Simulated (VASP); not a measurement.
Input of a VASP 6.6.1 run:

File INCAR:

```
SYSTEM = GeOs3
PREC = Accurate
ENCUT = 600
EDIFF = 1E-6
ISMEAR = 0
SIGMA = 0.1
LREAL = .FALSE.
LASPH = .TRUE.
NELM = 80
ALGO = Fast
ISIF = 3
LWAVE = .FALSE.
LCHARG = .FALSE.
GGA = PE
IBRION = 2
NSW = 100
EDIFFG = -0.01
```

File KPOINTS:

```
regular mesh
0
G
  12 12 12
  0 0 0
```

File POSCAR:

```
GeOs3
1.0
    3.8809842242      0.0000000000      0.0000000000
    0.0000000000      3.8809842242      0.0000000000
    0.0000000000      0.0000000000      3.8809842242
Ge Os
1 3
Direct
    0.0000000000      0.0000000000      0.0000000000
    0.5000000000      0.0000000000      0.5000000000
    0.0000000000      0.5000000000      0.5000000000
    0.5000000000      0.5000000000      0.0000000000
```

Potentials or basis: VASP PAW PBE potentials, release 64 (Ge_d, Os).

Run with:

```console
$ cat potpaw_PBE.64/Ge_d/POTCAR potpaw_PBE.64/Os/POTCAR > POTCAR
$ mpirun -np 1 vasp_std > vasp.out
```

Question: Estimate the relaxed cell.

Answer: a = 3.880 Å, b = 3.880 Å, c = 3.880 Å, α = 90.00°, β = 90.00°, γ = 90.00°.

Question: What does it give for the band gap on the k mesh?

Answer: None (metal or under the smearing width).

Question: Predict the relaxed volume.

Answer: 14.60 Å³/atom.

Question: What does it give for the space group after relaxing (to 0.05 Å)?

Answer: Pm-3m (No. 221).

Final structure:
```yaml
crystal:
  lattice:
    - [3.88019, 0.00000, 0.00000]
    - [0.00000, 3.88019, 0.00000]
    - [0.00000, 0.00000, 3.88019]
  atoms:
    - { symbol: Ge, position: [0.00000, 0.00000, 0.00000] }
    - { symbol: Os, position: [0.50000, 0.00000, 0.50000] }
    - { symbol: Os, position: [0.00000, 0.50000, 0.50000] }
    - { symbol: Os, position: [0.50000, 0.50000, 0.00000] }
```

The run has no spin-orbit coupling, so splittings on Os are missing.
